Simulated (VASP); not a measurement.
VASP input:

**KPOINTS**
```
Automatic mesh
0
Gamma
16 16 16
0 0 0
```

INCAR:
```
ISIF  =  2
NELM  =  100   ! most electronic steps
EDIFF  =  1E-7
LASPH  =  .TRUE.
SIGMA  =  0.1   ! width (eV)
ISMEAR  =  1   ! Methfessel-Paxton
GGA  =  PS   ! PBEsol
LCHARG  =  .FALSE.
LREAL  =  .FALSE.
SYSTEM  =  Nb
ENCUT  =  520   ! plane-wave cut-off (eV)
PREC  =  Accurate
LWAVE  =  .FALSE.
ALGO  =  Normal   ! blocked Davidson
LMAXMIX  =  4
```

File POSCAR:
```
Nb
1
   -1.6670874726     1.6670874726     1.6670874726
    1.6670874726    -1.6670874726     1.6670874726
    1.6670874726     1.6670874726    -1.6670874726
Nb
1
Direct
  0.0000000000   0.0000000000   0.0000000000
```

POTCAR, in this order: Nb_sv (PBE.64 set). Program: vasp_std.

### Question
Translate this PBEsol calculation to Ansatz.

### Answer
One equivalent input (not run):
Ansatz 0.2 input:
```yaml
crystal:
  lattice:
    - [-1.6670875, 1.6670875, 1.6670875]
    - [1.6670875, -1.6670875, 1.6670875]
    - [1.6670875, 1.6670875, -1.6670875]
  atoms:
    - { symbol: Nb, position: [0.0000000, 0.0000000, 0.0000000] }
kpoints:
  mp_grid: { grid: [16, 16, 16] }
hamiltonian:
  xc: pbesol
  pseudopotentials: { kind: paw }
scf:
  occupations: { method: methfessel_paxton, width: 0.1 }
  max_iter: 100
output: { forces: true, stress: true, eigenvalues: true }
```
The two are equivalent in intent, not identical: each code has its own PAW files, so the cut-off isn't converted (ENCUT is set for VASP's; basis.ecutwfc is left out, and Ansatz then takes the one that its files recommend); Ansatz stops its SCF on the density residual and VASP on the energy change (EDIFF).

The compound is Nb in the bcc structure. This cell is one point of a volume scan, at 1.06 of the reference volume.
